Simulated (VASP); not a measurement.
## TiSi2: input slips in a relaxation and what they do

Some relaxations of TiSi2 get a fault in the input on purpose. Which of them show, and how? The starting structure is a measured crystal structure from the Crystallography Open Database. The first relaxation on each setting starts from this cell expanded by 3 % in volume.

Main program and level: VASP 6.6.1; Kohn-Sham DFT with plane waves and PAW; PBEsol.

## (1) The structure

The structure is orthorhombic, space group Fddd (No. 70). The conventional cell has a = 4.800 Å, b = 8.268 Å, c = 8.552 Å, α = 90.00°, β = 90.00°, γ = 90.00°. Nearest to Ti lie 10 Si at 2.55 to 2.78 Å. Si has 5 Si at 2.53 to 2.80 Å and 5 Ti at 2.55 to 2.78 Å nearest. Farther neighbours are not listed.

Coordinates:

```xyz
6
Lattice="0.0000 4.1340 4.2760 2.4001 0.0000 4.2760 2.4001 4.1340 0.0000" Properties=species:S:1:pos:R:3 pbc="T T T"
Ti    2.4001    4.1340    4.2760
Ti    3.6002    6.2010    6.4141
Si    2.4001    6.9180    4.2760
Si    2.4001    1.3500    4.2760
Si    1.2001    3.4170    2.1380
Si    1.2001    0.7170    2.1380
```

## (2) Reference relaxation

This run starts from the cell of an earlier relaxation, which isn't shown; the restart sets up the plane waves anew.

INCAR

```
SYSTEM = TiSi2
PREC = Accurate
ENCUT = 450
EDIFF = 1E-06
NELM = 100
ISMEAR = 1
SIGMA = 0.15
LREAL = .FALSE.
ALGO = Normal
GGA = PS
NBANDS = 26
LASPH = .TRUE.
LORBIT = 11
LWAVE = .FALSE.
LCHARG = .FALSE.
KPAR = 16
IBRION = 2
NSW = 50
ISIF = 3
EDIFFG = -0.006
```

POSCAR

```
TiSi2
1.0
    0.0000000000      4.0910651244      4.2486936107
    2.3811549968      0.0000000000      4.2486936107
    2.3811549968      4.0910651244      0.0000000000
Ti Si
2 4
Direct
    0.5000000000      0.5000000000      0.5000000000
    0.7500000000      0.7500000000      0.7500000000
    0.8361383607      0.1638616393      0.8361383607
    0.1638616393      0.8361383607      0.1638616393
    0.4138616393      0.0861383607      0.4138616393
    0.0861383607      0.4138616393      0.0861383607
```

KPOINTS

```
Automatic mesh
0
Gamma
10 10 10
0 0 0
```

PAW data sets: Ti_sv and Si (PBE family, release 64).

The run is started by

```sh
mpirun -np 16 vasp_std
```

Output:

```text
[banner, memory and clock lines left out]
running   16 mpi-ranks, on    1 nodes
 distrk:  each k-point on    1 cores,   16 groups
 distr:  one band on    1 cores,    1 groups

 POSCAR found type information on POSCAR TiSi
 POSCAR found :  2 types and       6 ions
|                                                                             |
|           W    W    AA    RRRRR   N    N  II  N    N   GGGG   !!!           |
|           W    W   A  A   R    R  NN   N  II  NN   N  G    G  !!!           |
|           W    W  A    A  R    R  N N  N  II  N N  N  G       !!!           |
|           W WW W  AAAAAA  RRRRR   N  N N  II  N  N N  G  GGG   !            |
|           WW  WW  A    A  R   R   N   NN  II  N   NN  G    G                |
|           W    W  A    A  R    R  N    N  II  N    N   GGGG   !!!           |
|                                                                             |
|     For optimal performance we recommend to set                             |
|       NCORE = 2 up to number-of-cores-per-socket                            |
|     NCORE specifies how many cores store one orbital (NPAR=cpu/NCORE).      |
|     This setting can greatly improve the performance of VASP for DFT.       |
|     The default, NCORE=1 might be grossly inefficient on modern             |
|     multi-core architectures or massively parallel machines. Do your        |
|     Unfortunately you need to use the default for GW and RPA                |
|     calculations (for HF NCORE is supported but not extensively tested      |
|     yet).                                                                   |
|                                                                             |

|                                                                             |
|               ----> ADVICE to this user running VASP <----                  |
|                                                                             |
|     You enforced a specific xc type in the INCAR file but a different       |
|     [... a line on the potential file left out ...]
|     I HOPE YOU KNOW WHAT YOU ARE DOING!                                     |
|                                                                             |

 LDA part: xc-table for (Slater+PW92), standard interpolation
 POSCAR, INCAR and KPOINTS ok, starting setup
 FFT: planning ... GRIDC
 FFT: planning ... GRID_SOFT
 FFT: planning ... GRID
 WAVECAR not read
 entering main loop
       N       E                     dE             d eps       ncg     rms          rms(c)
DAV:   1     0.363507297449E+03    0.36351E+03   -0.17749E+04  8900   0.149E+03
DAV:   2    -0.471686408168E+00   -0.36398E+03   -0.35770E+03  8910   0.439E+02
DAV:   3    -0.441555286622E+02   -0.43684E+02   -0.42869E+02 15744   0.126E+02
DAV:   4    -0.471828792856E+02   -0.30274E+01   -0.30174E+01 12104   0.310E+01
DAV:   5    -0.473768743026E+02   -0.19400E+00   -0.19395E+00 14146   0.682E+00    0.196E+01
DAV:   6    -0.442974530200E+02    0.30794E+01   -0.38226E+01 12742   0.454E+01    0.691E+00
DAV:   7    -0.437623732929E+02    0.53508E+00   -0.72490E+00 11984   0.196E+01    0.528E+00
DAV:   8    -0.436860106718E+02    0.76363E-01   -0.76845E-01 12302   0.699E+00    0.104E+00
DAV:   9    -0.436784458528E+02    0.75648E-02   -0.12569E-01 12604   0.299E+00    0.501E-01
DAV:  10    -0.436790156951E+02   -0.56984E-03   -0.42477E-03 11898   0.536E-01    0.193E-01
DAV:  11    -0.436789973553E+02    0.18340E-04   -0.31266E-03 14164   0.418E-01    0.122E-01
DAV:  12    -0.436789451690E+02    0.52186E-04   -0.79693E-04 12692   0.219E-01    0.151E-02
DAV:  13    -0.436789423029E+02    0.28660E-05   -0.43032E-05 12264   0.586E-02    0.151E-02
DAV:  14    -0.436789415535E+02    0.74947E-06   -0.34142E-06 11358   0.154E-02
   1 F= -.43678942E+02 E0= -.43678911E+02  d E =-.436789E+02
 curvature:   0.00 expect dE= 0.000E+00 dE for cont linesearch  0.000E+00
 trial: gam= 0.00000 g(F)=  0.731E-08 g(S)=  0.175E-05 ort = 0.000E+00 (trialstep = 0.100E+01)
 search vector abs. value=  0.176E-05
 reached required accuracy - stopping structural energy minimisation
```

The job ended after 17 s (16 MPI ranks of Intel Xeon 6975P-C (Granite Rapids), shared host; peak memory 6.5 GiB).

Lines that name or quote the potential files are left out of all logs, and their timing lines are given in words.

From OUTCAR (step 2):

```text
ion  position               nearest neighbor table
   1  0.500  0.500  0.500-   5 2.54   5 2.54   6 2.54   6 2.54   4 2.73   4 2.73   3 2.73   3 2.73
                             4 2.75   3 2.75
   2  0.750  0.750  0.750-   3 2.54   3 2.54   4 2.54   4 2.54   6 2.73   5 2.73   6 2.73   5 2.73
                             6 2.75   5 2.75
   3  0.836  0.164  0.836-   5 2.52   5 2.52   2 2.54   2 2.54   4 2.68   1 2.73   1 2.73   1 2.75
                             4 2.77   4 2.77
   4  0.164  0.836  0.164-   6 2.52   6 2.52   2 2.54   2 2.54   3 2.68   1 2.73   1 2.73   1 2.75
                             3 2.77   3 2.77
   5  0.414  0.086  0.414-   3 2.52   3 2.52   1 2.54   1 2.54   6 2.68   2 2.73   2 2.73   2 2.75
                             6 2.77   6 2.77
   6  0.086  0.414  0.086-   4 2.52   4 2.52   1 2.54   1 2.54   5 2.68   2 2.73   2 2.73   2 2.75
                             5 2.77   5 2.77

  LATTYP: Found a face centered orthorhombic cell.
 ALAT       =     4.7623099936
 B/A-ratio  =     1.7181011441
 C/A-ratio  =     1.7842994750

 Subroutine GETGRP returns: Found  8 space group operations
 (whereof  4 operations were pure point group operations)

The static configuration has the point symmetry D_2 .
 The point group associated with its full space group is D_2h.

 Found    171 irreducible k-points:

   k-points           NKPTS =    171   k-points in BZ     NKDIM =    171   number of bands    NBANDS=     26

   dimension x,y,z NGX =    42 NGY =   36 NGZ =   36
   dimension x,y,z NGXF=    84 NGYF=   72 NGZF=   72

   ENCUT  =  450.0 eV  33.07 Ry    5.75 a.u.  10.20  8.42  8.19*2*pi/ulx,y,z

   NELECT =      40.0000    total number of electrons

 k-points in reciprocal lattice and weights: Automatic mesh
   0.00000000  0.00000000  0.00000000       0.001
   0.10000000  0.00000000  0.00000000       0.008
   0.20000000  0.00000000  0.00000000       0.008
   0.30000000 -0.00000000  0.00000000       0.008
   0.40000000  0.00000000  0.00000000       0.008
   0.50000000  0.00000000  0.00000000       0.004
   0.10000000  0.10000000  0.00000000       0.002
   0.20000000  0.10000000  0.00000000       0.008
   0.30000000  0.10000000  0.00000000       0.008
[...]
-0.10000000  0.40000000  0.50000000       0.002
   0.00000000  0.50000000  0.50000000       0.001

 average (electrostatic) potential at core
       1 -69.6642       2 -69.6642       3 -78.6313       4 -78.6313       5 -78.6313
       6 -78.6313

 E-fermi :  10.2594

 k-point     1 :       0.0000    0.0000    0.0000
  band No.  band energies     occupation
    ...
     17       7.9675      2.00000
     18       8.2474      2.00000
     19       8.5030      2.00000
     20       8.8789      2.00000
     21       9.3228      2.00000
     22      12.3510     -0.00000
     23      13.4473      0.00000
     24      13.7159      0.00000
     25      13.7257      0.00000
     26      13.8657      0.00000

 k-point     2 :       0.1000    0.0000    0.0000
  band No.  band energies     occupation
    ...
     17       7.9106      2.00000
     18       8.1985      2.00000
     19       8.8760      2.00000
     20       8.9137      2.00000
     21       9.3018      2.00000
     22      12.2457     -0.00000
     23      13.4010      0.00000
     24      13.4687      0.00000
     25      13.6984      0.00000
     26      13.8157      0.00000

 k-point     3 :       0.2000    0.0000    0.0000
  band No.  band energies     occupation
    ...
     17       8.3334      2.00000
     18       8.4635      2.00000
     19       9.0773      2.00000
     20       9.1183      2.00000
     21       9.5575      2.00000
     22      11.9420     -0.00000
     23      13.1014     -0.00000
     24      13.1846     -0.00000
     25      13.3589      0.00000
     26      13.4513      0.00000

  Total        0.0042664      0.0140827     -0.0013193      0.0000000      0.0000000      0.0000000
  in kB        0.0825786      0.2725751     -0.0255348      0.0000000      0.0000000      0.0000000
  external PRESSURE =       0.1098730 kB  Pullay stress =       0.0000000 kB

  energy-cutoff  :      450.00
  volume of cell :       82.78
      direct lattice vectors                 reciprocal lattice vectors
     0.000000000  4.091065124  4.248693611    -0.209982131  0.122217561  0.117683233
     2.381154997  0.000000000  4.248693611     0.209982131 -0.122217561  0.117683233
     2.381154997  4.091065124  0.000000000     0.209982131  0.122217561 -0.117683233

 POSITION                                       TOTAL-FORCE (eV/Angst)
 -----------------------------------------------------------------------------------
      2.38115      4.09107      4.24869        -0.000000     -0.000000     -0.000000
      3.57173      6.13660      6.37304         0.000000     -0.000000      0.000000
      2.38115      6.84139      4.24869        -0.000000     -0.000195      0.000000
      2.38115      1.34074      4.24869        -0.000000      0.000195      0.000000
      1.19058      3.38627      2.12435         0.000000      0.000195     -0.000000
      1.19058      0.70480      2.12435         0.000000     -0.000195     -0.000000
 -----------------------------------------------------------------------------------
    total drift:                               -0.000000     -0.000000      0.000000

  FREE ENERGIE OF THE ION-ELECTRON SYSTEM (eV)
  ---------------------------------------------------
  free  energy   TOTEN  =       -43.6789415535 eV

  energy  without entropy=      -43.6788510965  energy(sigma->0) =      -43.67891140

 reached required accuracy - stopping structural energy minimisation

 total charge
# of ion       s       p       d       tot
------------------------------------------
    1        2.178   6.174   2.087  10.439
    2        2.178   6.174   2.087  10.439
    3        0.770   0.868   0.000   1.638
    4        0.770   0.868   0.000   1.638
    5        0.770   0.868   0.000   1.638
    6        0.770   0.868   0.000   1.638
--------------------------------------------------
tot          7.436  15.819   4.175  27.429

[... 3 further parts left out ...]
```

CONTCAR:

```
TiSi2
   1.00000000000000
     0.0000000000000000    4.0910651244000000    4.2486936107000002
     2.3811549967999999    0.0000000000000000    4.2486936107000002
     2.3811549967999999    4.0910651244000000    0.0000000000000000
  Ti              Si
     2     4
Direct
     0.5000000000000000    0.5000000000000000    0.5000000000000000
     0.7500000000000000    0.7500000000000000    0.7500000000000000
     0.8361383606999979    0.1638616393000021    0.8361383606999979
     0.1638616393000021    0.8361383606999979    0.1638616393000021
     0.4138616393000021    0.0861383606999979    0.4138616393000021
     0.0861383606999979    0.4138616393000021    0.0861383606999979
```

The PAW data sets were made with PBE, which is usual practice but a small mismatch for other functionals. The run keeps the 8 symmetry operations of its start, so it cannot find a distortion of lower symmetry.

The reference relaxation ends at 13.796 Å³ an atom. Pressures at 0.985 and 1.015 times this volume, from two more relaxations that aren't shown, give a bulk modulus of 150.9 GPa.

## (3) Relaxation with one electron too many

A slip made on purpose: one electron too many. Against step 2 the input has NELECT = 41 (also changed: NELM).

Changes to INCAR since step 2:

```diff
@@ -4,3 +4,3 @@
 EDIFF = 1E-06
-NELM = 100
+NELM = 60
 ISMEAR = 1
@@ -20 +20,2 @@
 EDIFFG = -0.006
+NELECT = 41
```

POSCAR

```
TiSi2
1.0
    0.0000000000      4.1749333552      4.3183898823
    2.4238649119      0.0000000000      4.3183898823
    2.4238649119      4.1749333552      0.0000000000
Ti Si
2 4
Direct
    0.5000000000      0.5000000000      0.5000000000
    0.7500000000      0.7500000000      0.7500000000
    0.8367200000      0.1632800000      0.8367200000
    0.1632800000      0.8367200000      0.1632800000
    0.4132800000      0.0867200000      0.4132800000
    0.0867200000      0.4132800000      0.0867200000
```

KPOINTS is that of step 2.

The run is started by

```sh
mpirun -np 16 vasp_std
```

Output:

```text
[banner, memory and clock lines left out]
running   16 mpi-ranks, on    1 nodes
[...]
[... a notice as in an earlier step ...]

 [... a notice as in an earlier step ...]

 LDA part: xc-table for (Slater+PW92), standard interpolation
 POSCAR, INCAR and KPOINTS ok, starting setup
[...]
entering main loop
       N       E                     dE             d eps       ncg     rms          rms(c)
DAV:   1     0.379536612600E+03    0.37954E+03   -0.17907E+04  8892   0.149E+03
DAV:   2     0.120211066350E+02   -0.36752E+03   -0.36155E+03  8900   0.443E+02
DAV:   3    -0.333111964719E+02   -0.45332E+02   -0.44534E+02 15720   0.128E+02
DAV:   4    -0.365146510829E+02   -0.32035E+01   -0.31849E+01 12198   0.316E+01
DAV:   5    -0.367297436240E+02   -0.21509E+00   -0.21499E+00 14102   0.708E+00BRMIX: very serious problems
 the old and the new charge density differ
 old charge density:    40.00000 new   41.00000
BRMIX: very serious problems
 the old and the new charge density differ
 old charge density:    40.00000 new   41.00000
[...]
[... from here on, the cycles between the ionic steps are left out ...]
   2 F= -.33993606E+02 E0= -.33993907E+02  d E =-.326993E+00
   4 F= -.34147172E+02 E0= -.34147220E+02  d E =-.314474E-01
   7 F= -.34163306E+02 E0= -.34162811E+02  d E =-.623458E-02
  10 F= -.34182900E+02 E0= -.34182018E+02  d E =-.195948E-01
  13 F= -.34190382E+02 E0= -.34188834E+02  d E =-.343665E-02
  16 F= -.34194210E+02 E0= -.34192665E+02  d E =-.327718E-02
  19 F= -.34196868E+02 E0= -.34195968E+02  d E =-.502866E-03
  22 F= -.34202535E+02 E0= -.34201881E+02  d E =-.617036E-02
  25 F= -.34215356E+02 E0= -.34215205E+02  d E =-.189915E-01
  28 F= -.34229132E+02 E0= -.34228922E+02  d E =-.137761E-01
  31 F= -.34234351E+02 E0= -.34234335E+02  d E =-.521880E-02
  34 F= -.34234575E+02 E0= -.34234569E+02  d E =-.420180E-04
  37 F= -.34234673E+02 E0= -.34234666E+02  d E =-.139964E-03
  40 F= -.34234697E+02 E0= -.34234712E+02  d E =-.237352E-04
  42 F= -.34234818E+02 E0= -.34234829E+02  d E =-.425806E-04
[...]
hard stop encountered!  aborting job ...
[...]
|     The electronic self-consistency was not achieved in the given           |
[...]
soft stop encountered!  aborting job ...
  43 F= -.34234842E+02 E0= -.34234867E+02  d E =0.751274E-04
 deleting file STOPCAR
```

The job ended after 6.7 min (16 MPI ranks; peak memory 7.5 GiB).

Logs of long relaxations may skip ionic steps without a mark.

The run was stopped at its time limit, after 43 ionic steps.

## (4) Relaxation with the cell held fixed (ISIF = 2)

A slip made on purpose: the cell held fixed (ISIF = 2). Against step 2 the input has ISIF = 2 (also changed: NELM).

Changes to INCAR since step 3:

```diff
@@ -18,4 +18,3 @@
 NSW = 50
-ISIF = 3
+ISIF = 2
 EDIFFG = -0.006
-NELECT = 41
```

POSCAR is that of step 3.

KPOINTS is that of step 3.

The run is started by

```sh
mpirun -np 16 vasp_std
```

Output:

```text
[... set-up lines as in an earlier step ...]
 entering main loop
       N       E                     dE             d eps       ncg     rms          rms(c)
DAV:   1     0.356525532171E+03    0.35653E+03   -0.17664E+04  8892   0.147E+03
DAV:   2    -0.973054206485E+00   -0.35750E+03   -0.35149E+03  8900   0.433E+02
DAV:   3    -0.442044802919E+02   -0.43231E+02   -0.42355E+02 15720   0.124E+02
DAV:   4    -0.473170897981E+02   -0.31126E+01   -0.31023E+01 12198   0.309E+01
[...]
DAV:  13    -0.435711544702E+02    0.44473E-06   -0.35873E-05 12212   0.532E-02    0.156E-02
DAV:  14    -0.435711533816E+02    0.10886E-05   -0.44584E-06 11702   0.170E-02    0.305E-03
DAV:  15    -0.435711532274E+02    0.15424E-06   -0.10232E-06  7416   0.715E-03
   1 F= -.43571153E+02 E0= -.43571120E+02  d E =-.435712E+02
[...]
N       E                     dE             d eps       ncg     rms          rms(c)
DAV:   1    -0.435711716112E+02   -0.18230E-04   -0.27718E-04  8144   0.634E-02    0.476E-03
DAV:   2    -0.435711719392E+02   -0.32806E-06   -0.10401E-05 10654   0.191E-02    0.326E-03
DAV:   3    -0.435711718385E+02    0.10074E-06   -0.64612E-07  6584   0.667E-03
   2 F= -.43571172E+02 E0= -.43571143E+02  d E =-.186111E-04
 trial-energy change:   -0.000019  1 .order   -0.000019   -0.000022   -0.000016
 step:   3.9206(harm=  3.9206)  dis= 0.00200  next Energy=   -43.571196 (dE=-0.423E-04)
[...]
N       E                     dE             d eps       ncg     rms          rms(c)
DAV:   1    -0.435711916980E+02   -0.19759E-04   -0.23391E-03  9182   0.184E-01    0.143E-02
DAV:   2    -0.435711946990E+02   -0.30010E-05   -0.92120E-05 11748   0.590E-02    0.104E-02
DAV:   3    -0.435711937511E+02    0.94797E-06   -0.67697E-06  9886   0.198E-02
   3 F= -.43571194E+02 E0= -.43571179E+02  d E =-.405237E-04
[...]
reached required accuracy - stopping structural energy minimisation
```

It took 27 s on 16 MPI ranks; peak memory 7.1 GiB; 7 min of CPU time.

From OUTCAR (step 4):

```text
  Total       -3.8841063     -3.7670321     -4.4397428      0.0000000      0.0000000      0.0000000
  in kB      -71.2019494    -69.0557900    -81.3876646      0.0000000      0.0000000      0.0000000
  external PRESSURE =     -73.8818013 kB  Pullay stress =       0.0000000 kB

 POSITION                                       TOTAL-FORCE (eV/Angst)
 -----------------------------------------------------------------------------------
      2.42386      4.17493      4.31839         0.000000     -0.000000     -0.000000
      3.63580      6.26240      6.47758        -0.000000     -0.000000      0.000000
      2.42386      6.98450      4.31839        -0.000000     -0.000048      0.000000
      2.42386      1.36537      4.31839        -0.000000      0.000048      0.000000
      1.21193      3.45283      2.15919         0.000000      0.000048      0.000000
      1.21193      0.72210      2.15919         0.000000     -0.000048      0.000000
 -----------------------------------------------------------------------------------
    total drift:                               -0.000000     -0.000000      0.000000

  FREE ENERGIE OF THE ION-ELECTRON SYSTEM (eV)
  ---------------------------------------------------
  free  energy   TOTEN  =       -43.5711937511 eV

  energy  without entropy=      -43.5711498821  energy(sigma->0) =      -43.57117913

[... 2 parts as in an earlier step ...]

[... 2 further parts left out ...]
[key lines of the parts left out:]
E-fermi :   9.6083
```

With the cell held fixed (ISIF = 2) the cell ends at 14.567 Å³ an atom, +5.58 % from the reference.

(Part 1 of 2 ends here.)

[Lines on the potential files, build, host, timing and source positions are cut from VASP's logs without a mark.]

[Logs are printed without paths, hosts, clocks, repeated set-up lines and the standing remarks that a program may print on its own settings, such as how far it seeks lower states.]

[Hosts, paths, dates, database ids (printed as entryN), source tags and the programs' standing remarks are cut or masked in the printed files.]
